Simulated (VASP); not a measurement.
Method: PW91 GGA, VASP's PBE PAW potentials (set 64) (plane waves; VASP).

VASP input:

INCAR:
```
ALGO = Normal
EDIFF = 1E-7
ENCUT = 520
GGA = 91
ISIF = 2
ISMEAR = 1
LASPH = T
LCHARG = F
LMAXMIX = 4
LREAL = F
LWAVE = F
NELM = 100
PREC = Accurate
SIGMA = 0.1
SYSTEM = CoSi2
```

**POSCAR**
```
CoSi2
3.7171990
  0.0000000000   0.7071067164   0.7071067164
  0.7071067164   0.0000000000   0.7071067164
  0.7071067164   0.7071067164   0.0000000000
Co Si
1 2
Cart
  0.0000000000   0.0000000000   0.0000000000
  0.3535533582   0.3535533582   0.3535533582
  1.0606600746   1.0606600746   1.0606600746
```

### KPOINTS
```
Regular mesh
0
G
10 10 10
0 0 0
```

POTCAR, in this order: Co Si (PBE.64 set). Program: vasp_std.

Output of the run:

File OSZICAR:
```
       N       E                     dE             d eps       ncg     rms          rms(c)
DAV:   1     0.745670954340E+02    0.74567E+02   -0.71268E+03  1128   0.138E+03
DAV:   2    -0.155860864752E+02   -0.90153E+02   -0.84315E+02  1140   0.264E+02
DAV:   3    -0.203022743888E+02   -0.47162E+01   -0.44497E+01  1424   0.684E+01
DAV:   4    -0.204361716741E+02   -0.13390E+00   -0.13351E+00  1396   0.106E+01
DAV:   5    -0.204398433006E+02   -0.36716E-02   -0.36710E-02  1448   0.190E+00    0.147E+01
DAV:   6    -0.231281604808E+02   -0.26883E+01   -0.34660E+01  1372   0.128E+02    0.155E+01
DAV:   7    -0.191464654253E+02    0.39817E+01   -0.14846E+01  1496   0.101E+02    0.384E+00
DAV:   8    -0.191383497553E+02    0.81157E-02   -0.77061E-01  1280   0.699E+00    0.171E+00
DAV:   9    -0.191110021859E+02    0.27348E-01   -0.10060E-01  1412   0.695E+00    0.424E-01
DAV:  10    -0.191112932305E+02   -0.29104E-03   -0.77088E-03  1560   0.144E+00    0.157E-01
DAV:  11    -0.191109915371E+02    0.30169E-03   -0.12316E-03  1524   0.779E-01    0.358E-02
DAV:  12    -0.191110048177E+02   -0.13281E-04   -0.63299E-05  1248   0.721E-02    0.170E-02
DAV:  13    -0.191110042238E+02    0.59386E-06   -0.47991E-06  1744   0.350E-02    0.542E-03
DAV:  14    -0.191110044042E+02   -0.18042E-06   -0.48883E-07  1312   0.819E-03    0.336E-03
DAV:  15    -0.191110046424E+02   -0.23820E-06   -0.19760E-07   876   0.995E-03    0.708E-04
DAV:  16    -0.191110046909E+02   -0.48514E-07   -0.78822E-08   660   0.212E-03
   1 F= -.19111005E+02 E0= -.19111260E+02  d E =0.766562E-03
```

File OUTCAR:
```
------------------------ aborting loop because EDIFF is reached ----------------------------------------
  FORCE on cell =-STRESS in cart. coord.  units (eV):
  Direction    XX          YY          ZZ          XY          YZ          ZX
  --------------------------------------------------------------------------------------
  Total        2.8213371      2.8213371      2.8213371     -0.0000000     -0.0000000      0.0000000
  in kB      124.4609895    124.4609895    124.4609895     -0.0000000     -0.0000000      0.0000000
  external PRESSURE =     124.4609895 kB  Pullay stress =       0.0000000 kB
  volume of cell :       36.32
      direct lattice vectors                 reciprocal lattice vectors
     0.000000000  2.628456379  2.628456379    -0.190225717  0.190225717  0.190225717
     2.628456379  0.000000000  2.628456379     0.190225717 -0.190225717  0.190225717
     2.628456379  2.628456379  0.000000000     0.190225717  0.190225717 -0.190225717
 POSITION                                       TOTAL-FORCE (eV/Angst)
 -----------------------------------------------------------------------------------
      0.00000      0.00000      0.00000         0.000000      0.000000      0.000000
      1.31423      1.31423      1.31423         0.000000      0.000000     -0.000000
      3.94268      3.94268      3.94268        -0.000000     -0.000000      0.000000
 -----------------------------------------------------------------------------------
    total drift:                               -0.000000     -0.000000      0.000000
  FREE ENERGIE OF THE ION-ELECTRON SYSTEM (eV)
  ---------------------------------------------------
  free  energy   TOTEN  =       -19.1110046909 eV

  energy  without entropy=      -19.1117712525  energy(sigma->0) =      -19.11126021
```
(Selected blocks of OUTCAR.)

The compound is CoSi2 in the fluorite structure. This cell is one point of a volume scan, at 0.94 of the reference volume. The run is not spin-polarised, so no magnetic state was tried. The electron count is odd and the run is not spin-polarised, which forces a metal.
